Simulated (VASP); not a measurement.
An input for Quantum ESPRESSO's pw.x (written as the equivalent of a VASP run, and not itself run):

```
&CONTROL
  calculation = 'vc-relax'
  pseudo_dir = './pseudo'
  outdir = './out'
  tprnfor = .true.
  tstress = .true.
  nstep = 30
  forc_conv_thr = 0.00039
/
&SYSTEM
  ibrav = 0
  nat = 3
  ntyp = 2
  ecutwfc = 76
  occupations = 'smearing'
  smearing = 'methfessel-paxton'
  degauss = 0.00735
  input_dft = 'pbe'
  vdw_corr = 'grimme-d3'
  dftd3_version = 3
  dftd3_threebody = .false.
/
&ELECTRONS
  conv_thr = 7.3e-09
  electron_maxstep = 100
/
&IONS
/
&CELL
  cell_dofree = 'shape'
/
ATOMIC_SPECIES
  Zr 91.224 Zr.upf
  B 10.810 B.upf
CELL_PARAMETERS angstrom
     1.6055797   -2.7809461    0.0000000
     1.6055797    2.7809461    0.0000000
     0.0000000    0.0000000    3.5908856
ATOMIC_POSITIONS crystal
  Zr   0.0000000  0.0000000  0.0000000
  B    0.3333330  0.6666670  0.5000000
  B    0.6666670  0.3333330  0.5000000
K_POINTS automatic
  11 11 9 0 0 0
```

Write the VASP files for the same calculation (PBE-D3 (zero damping)).

Several could match; the one computed here: 
### INCAR
```
EDIFFG=-0.01   ! ionic stop
ISIF=4   ! ions and shape, fixed volume
LCHARG=F
SIGMA=0.1
NELM=100   ! most electronic steps
EDIFF=1E-7   ! SCF stop (eV)
LMAXMIX=4
ENCUT=520   ! plane-wave cut-off (eV)
LASPH=T
SYSTEM=ZrB2
ISMEAR=1
GGA=PE
IBRION=2
NSW=30
LREAL=F
IVDW=11   ! D3, zero damping
PREC=Accurate
LWAVE=F
ALGO=Normal
```

**POSCAR**
```
ZrB2
1
    1.6055797241    -2.7809461277     0.0000000000
    1.6055797241     2.7809461277     0.0000000000
    0.0000000000     0.0000000000     3.5908855988
Zr B
1 2
Direct
  0.0000000000   0.0000000000   0.0000000000
  0.3333330000   0.6666670000   0.5000000000
  0.6666670000   0.3333330000   0.5000000000
```

KPOINTS:
```
Automatic mesh
0
gamma
  11 11 9
```

POTCAR, in this order: Zr_sv B (PBE.64 set). Program: vasp_std.

What does not carry over: the potentials are each code's own (VASP's PAW set, PseudoDojo norm-conserving files in pw.x), so ENCUT and ecutwfc are chosen apart and not converted; conv_thr bounds pw.x's estimated SCF error, while EDIFF bounds the energy change between steps; forc_conv_thr acts on force components and is met together with etot_conv_thr.

The compound is ZrB2 in the AlB2 type structure. This cell is one point of a volume scan, at 1.06 of the reference volume. Symmetry was kept, so distortions that lower it aren't found.
